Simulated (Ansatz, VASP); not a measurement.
## Cross-check of NaSrLiS2 between VASP and Ansatz

One calculation is typed for both programs; each brings its own data sets and cutoff. How far apart do they land? The cell is invented: As first built, before any earlier steps moved the atoms (in the runner's words): it takes the NaLiCdS2 structure with some of its atoms replaced by other elements, volume scaled by an estimate. It may not be a known or stable phase. The cell is taken from a series of VASP runs on this material, whose earlier steps may have relaxed, scaled or displaced it; both programs get it as it stands.

Method: plane waves, with VASP 6.6.1 beside it; relaxation of cell and atoms at PBE, in Ansatz 0.2.0.

## Step 1: The starting structure

It takes space group P3m1 (No. 156, trigonal). Conventional cell: a = 4.374 Å, b = 4.374 Å, c = 7.488 Å, α = 90.00°, β = 90.00°, γ = 120.00°. Sr has 4 S at 2.84 to 2.87 Å nearest. Nearest to S lie 3 Sr at 2.84 Å and 3 Na at 3.01 Å. Nearest to S lie 3 Li at 2.53 Å and 1 Sr at 2.87 Å and 3 Na at 3.04 Å. Nearest to Na lie 3 Li at 2.99 Å and 6 S at 3.01 to 3.04 Å. Li has 3 S at 2.53 Å nearest. As first built, before any earlier steps moved the atoms (in the runner's words): sites of the NaLiCdS2 structure (space group 156) filled with other elements, volume scaled by an estimate. Farther neighbours and most contacts between anions are not listed.

Structure file:

```xyz
5
Lattice="4.3741 0.0000 0.0000 -2.1871 3.7881 0.0000 0.0000 0.0000 7.4882" Properties=species:S:1:pos:R:3 pbc="T T T"
Sr    2.1871    1.2627    2.6706
S     0.0000    2.5254    1.3746
S     2.1871    1.2627    5.5444
Na    0.0000    0.0000    7.2303
Li    0.0000    2.5254    5.6252
```

## Step 2: VASP: relaxation of cell and atoms, PBE

The relaxed volume is the usual yardstick between codes: its relative difference is about their pressure difference at one cell divided by the bulk modulus.

Lines of VASP's logs that name or quote its potential files are left out, and so is its time.

File INCAR:

```
SYSTEM = NaSrLiS2
PREC = Accurate
ENCUT = 650
EDIFF = 1E-06
NELM = 100
ISMEAR = 0
SIGMA = 0.05
LREAL = .FALSE.
ALGO = Normal
GGA = PE
NBANDS = 22
LORBIT = 11
LWAVE = .FALSE.
LCHARG = .FALSE.
KPAR = 2
IBRION = 2
NSW = 60
ISIF = 3
EDIFFG = -0.01
```

File POSCAR:

```
NaSrLiS2
1.0
    4.3741087900      0.0000000000      0.0000000000
   -2.1870544000      3.7880893300      0.0000000000
    0.0000000000      0.0000000000      7.4881536900
Sr S Na Li
1 2 1 1
Direct
    0.6666666670      0.3333333330      0.3566484010
    0.3333333330      0.6666666670      0.1835757240
    0.6666666670      0.3333333330      0.7404188910
    0.0000000000      0.0000000000      0.9655665160
    0.3333333330      0.6666666670      0.7512184680
```

File KPOINTS:

```
Automatic mesh
0
Gamma
6 6 3
0 0 0
```

Potentials, in the order of the species: Sr_sv, S, Na_pv and Li_sv (PBE family, release 64).

On the command line:

```bash
$ mpirun -np 2 vasp_std
```

Numbers of over 12 decimals in the logs are rounded to 6 here.

Output:

```text
[banner, memory and clock lines left out]
running    2 mpi-ranks, on    1 nodes
 distrk:  each k-point on    1 cores,    2 groups
 distr:  one band on    1 cores,    1 groups

 POSCAR found type information on POSCAR SrS NaLi
 POSCAR found :  4 types and       5 ions
 LDA part: xc-table for (Slater+PW92), standard interpolation
 POSCAR, INCAR and KPOINTS ok, starting setup
 FFT: planning ... GRIDC
 FFT: planning ... GRID_SOFT
 FFT: planning ... GRID
 WAVECAR not read
 entering main loop
       N       E                     dE             d eps       ncg     rms          rms(c)
DAV:   1     0.262474913429E+03    0.26247E+03   -0.15253E+04   748   0.165E+03
DAV:   2     0.101943231223E+02   -0.25228E+03   -0.23512E+03   792   0.369E+02
DAV:   3    -0.195385309975E+02   -0.29733E+02   -0.29323E+02  1230   0.107E+02
DAV:   4    -0.214356402830E+02   -0.18971E+01   -0.18861E+01  1234   0.245E+01
DAV:   5    -0.216012801858E+02   -0.16564E+00   -0.16562E+00  1198   0.495E+00    0.170E+01
DAV:   6    -0.202969180197E+02    0.13044E+01   -0.26852E+00   962   0.682E+00    0.117E+01
DAV:   7    -0.202390227841E+02    0.57895E-01   -0.11349E+00  1096   0.468E+00    0.383E+00
DAV:   8    -0.202297999637E+02    0.92228E-02   -0.24972E-01   954   0.222E+00    0.709E-01
DAV:   9    -0.202288444711E+02    0.95549E-03   -0.15870E-02   952   0.625E-01    0.275E-01
DAV:  10    -0.202307543494E+02   -0.19099E-02   -0.21542E-03   868   0.245E-01    0.114E-01
DAV:  11    -0.202314539321E+02   -0.69958E-03   -0.67115E-04  1048   0.142E-01    0.687E-02
DAV:  12    -0.202316137464E+02   -0.15981E-03   -0.24208E-04   944   0.737E-02    0.226E-02
DAV:  13    -0.202316391655E+02   -0.25419E-04   -0.34296E-05  1030   0.280E-02    0.969E-03
DAV:  14    -0.202316440057E+02   -0.48402E-05   -0.59389E-06   784   0.110E-02    0.436E-03
DAV:  15    -0.202316458731E+02   -0.18674E-05   -0.16536E-06   768   0.672E-03    0.292E-03
DAV:  16    -0.202316461236E+02   -0.25050E-06   -0.31200E-07   632   0.348E-03
   1 F= -.20231646E+02 E0= -.20231646E+02  d E =-.202316E+02
[...]
2 F= -.20231768E+02 E0= -.20231768E+02  d E =-.122253E-03
[...]
3 F= -.20231875E+02 E0= -.20231875E+02  d E =-.229218E-03
[...]
4 F= -.20231968E+02 E0= -.20231968E+02  d E =-.924964E-04
[...]
5 F= -.20231995E+02 E0= -.20231995E+02  d E =-.120101E-03
 curvature:  -2.14 expect dE=-0.542E-04 dE for cont linesearch -0.175E-07
 trial: gam= 0.27369 g(F)=  0.191E-04 g(S)=  0.631E-05 ort = 0.112E-05 (trialstep = 0.160E+01)
 search vector abs. value=  0.374E-04
 bond charge predicted
       N       E                     dE             d eps       ncg     rms          rms(c)
DAV:   1    -0.202320480885E+02   -0.52058E-04   -0.11947E-02   772   0.751E-01    0.572E-02
DAV:   2    -0.202320381898E+02    0.98987E-05   -0.31381E-04   976   0.124E-01    0.275E-02
DAV:   3    -0.202320263559E+02    0.11834E-04   -0.27530E-05  1078   0.376E-02    0.124E-02
DAV:   4    -0.202320257128E+02    0.64313E-06   -0.40308E-06  1090   0.121E-02
   6 F= -.20232026E+02 E0= -.20232026E+02  d E =-.302701E-04
 trial-energy change:   -0.000030  1 .order   -0.000027   -0.000041   -0.000013
 step:   2.3724(harm=  2.3724)  dis= 0.00172  next Energy=   -20.232026 (dE=-0.305E-04)
 reached required accuracy - stopping structural energy minimisation
```

OUTCAR, selected parts (step 2):

```text
ion  position               nearest neighbor table
   1  0.667  0.333  0.357-   2 2.84   2 2.84   2 2.84   3 2.87   4 3.87   4 3.87   4 3.87
   2  0.333  0.667  0.184-   1 2.84   1 2.84   1 2.84
   3  0.667  0.333  0.740-   5 2.53   5 2.53   5 2.53   1 2.87
   4  0.000  0.000  0.966-   1 3.87   1 3.87   1 3.87
   5  0.333  0.667  0.751-   3 2.53   3 2.53   3 2.53

  LATTYP: Found a hexagonal cell.
 ALAT       =     4.3741087900
 C/A-ratio  =     1.7119267146

 Subroutine GETGRP returns: Found  6 space group operations
 (whereof  6 operations were pure point group operations)

The static configuration has the point symmetry C_3v.

 Found     17 irreducible k-points:

   k-points           NKPTS =     17   k-points in BZ     NKDIM =     17   number of bands    NBANDS=     22

   dimension x,y,z NGX =    36 NGY =   36 NGZ =   64
   dimension x,y,z NGXF=    72 NGYF=   72 NGZF=  128

   ENCUT  =  650.0 eV  47.77 Ry    6.91 a.u.   9.09  9.09 15.57*2*pi/ulx,y,z

   NELECT =      32.0000    total number of electrons

 k-points in reciprocal lattice and weights: Automatic mesh
   0.00000000  0.00000000  0.00000000       0.009
   0.16666667  0.00000000  0.00000000       0.056
   0.33333333  0.00000000  0.00000000       0.056
   0.50000000  0.00000000  0.00000000       0.028
   0.16666667  0.16666667  0.00000000       0.056
   0.33333333  0.16666667  0.00000000       0.111
   0.33333333  0.33333333  0.00000000       0.019
   0.00000000  0.00000000  0.33333333       0.019
   0.16666667  0.00000000  0.33333333       0.056
[...]
-0.16666667  0.50000000  0.33333333       0.111
   0.33333333  0.33333333  0.33333333       0.037

 average (electrostatic) potential at core
       1 -38.7322       2 -88.4393       3 -88.1760       4 -47.3127       5 -62.8705

 E-fermi :   1.0142

 k-point     1 :       0.0000    0.0000    0.0000
  band No.  band energies     occupation
    ...
     12       0.1039      2.00000
     13       0.1039      2.00000
     14       0.5164      2.00000
     15       0.7274      2.00000
     16       0.7274      2.00000
     17       3.4298      0.00000
     18       5.7785      0.00000
     19       6.0439      0.00000
     20       6.0439      0.00000
     21       7.0673      0.00000
    ...

 k-point     2 :       0.1667    0.0000    0.0000
  band No.  band energies     occupation
    ...
     12      -0.2295      2.00000
     13       0.1084      2.00000
     14       0.2318      2.00000
     15       0.5566      2.00000
     16       0.5957      2.00000
     17       4.1045      0.00000
     18       5.3465      0.00000
     19       5.9265      0.00000
     20       6.1192      0.00000
     21       6.8584      0.00000
    ...

 k-point     3 :       0.3333    0.0000    0.0000
  band No.  band energies     occupation
    ...
     12      -0.5046      2.00000
     13      -0.3768      2.00000
     14       0.1034      2.00000
     15       0.3639      2.00000
     16       0.5394      2.00000
     17       4.5204      0.00000
     18       5.0248      0.00000
     19       5.9357      0.00000
     20       6.6164      0.00000
     21       7.0370      0.00000
    ...

  Total        0.0082222      0.0082222      0.0118264     -0.0000000     -0.0000000      0.0000000
  in kB        0.1064849      0.1064849      0.1531625     -0.0000000     -0.0000000      0.0000000
  external PRESSURE =       0.1220441 kB  Pullay stress =       0.0000000 kB

  energy-cutoff  :      650.00
  volume of cell :      123.71
      direct lattice vectors                 reciprocal lattice vectors
     4.366098326  0.000000000 -0.000000000     0.229037444  0.132234830  0.000000000
    -2.183049168  3.781152064  0.000000000    -0.000000000  0.264469660  0.000000000
    -0.000000000 -0.000000000  7.493663760     0.000000000 -0.000000000  0.133446073

 POSITION                                       TOTAL-FORCE (eV/Angst)
 -----------------------------------------------------------------------------------
      2.18305      1.26038      2.67626         0.000000      0.000000     -0.003211
     -0.00000      2.52077      1.36505        -0.000000     -0.000000      0.002538
      2.18305      1.26038      5.54578         0.000000      0.000000     -0.008403
     -0.00000     -0.00000      7.24302        -0.000000     -0.000000      0.003711
     -0.00000      2.52077      5.63161        -0.000000     -0.000000      0.005365
 -----------------------------------------------------------------------------------
    total drift:                               -0.000001      0.000001     -0.001270

  FREE ENERGIE OF THE ION-ELECTRON SYSTEM (eV)
  ---------------------------------------------------
  free  energy   TOTEN  =       -20.2320257128 eV

  energy  without entropy=      -20.2320257128  energy(sigma->0) =      -20.23202571

 reached required accuracy - stopping structural energy minimisation

 total charge
# of ion       s       p       d       tot
------------------------------------------
    1        2.022   5.781   0.239   8.042
    2        1.319   2.449   0.000   3.768
    3        1.312   2.428   0.000   3.740
    4        0.050   5.979   0.000   6.030
    5        2.017   0.045   0.000   2.062
--------------------------------------------------
tot          6.721  16.681   0.239  23.641

[... 3 further parts left out ...]
```

CONTCAR:

```
NaSrLiS2
   1.00000000000000
     4.3660983257175934    0.0000000000105723   -0.0000000000000000
    -2.1830491678404842    3.7811520644358478    0.0000000000000000
    -0.0000000000000000   -0.0000000000000000    7.4936637595816267
  Sr              S               Na              Li
     1     2     1     1
Direct
     0.6666666670000012    0.3333333329999988    0.3571367486318947
     0.3333333329999988    0.6666666670000012    0.1821602463614260
     0.6666666670000012    0.3333333329999988    0.7400622896033661
     0.0000000000000000    0.0000000000000000    0.9665531349416473
     0.3333333329999988    0.6666666670000012    0.7515155804616649
```

The gap is read on the k-mesh alone, so it is an upper bound where the band edges lie off the mesh. The run keeps the 6 symmetry operations of its start, so it cannot find a distortion of lower symmetry.

(Continued in part 2 of 2.)

[Lines on the potential files, build, host, timing and source positions are cut from VASP's logs without a mark.]

[Logs are printed without paths, hosts, clocks, repeated set-up lines and the standing remarks that a program may print on its own settings, such as how far it seeks lower states.]

[Hosts, paths, dates, database ids (printed as entryN), source tags and the programs' standing remarks are cut or masked in the printed files.]
